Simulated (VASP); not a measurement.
```yaml
crystal:
  lattice:
    - [3.02081, 0.00000, 0.00000]
    - [0.00000, 3.02081, 0.00000]
    - [0.00000, 0.00000, 3.02081]
  atoms:
    - { symbol: Al, position: [0.50000, 0.50000, 0.50000] }
    - { symbol: Ru, position: [0.00000, 0.00000, 0.00000] }
```

These are rev-vdW-DF2, VASP's PBE PAW potentials (set 64) (plane waves; VASP) values and carry that method's errors. Run with 520 eV cut-off, 12×12×12 Γ-centred mesh, first-order Methfessel-Paxton smearing of 0.10 eV, potentials Al Ru_pv.

### Question
Give the stress tensor in GPa (positive for a compressed cell).

### Answer

```
-5.97   0.00   0.00
 0.00  -5.97   0.00
 0.00   0.00  -5.97
```
The pressure is its mean diagonal, -5.97 GPa.

The compound is RuAl in the CsCl type structure. This cell is one point of a volume scan, at 1.03 of the reference volume. The electron count is odd and the run is not spin-polarised, which forces a metal.
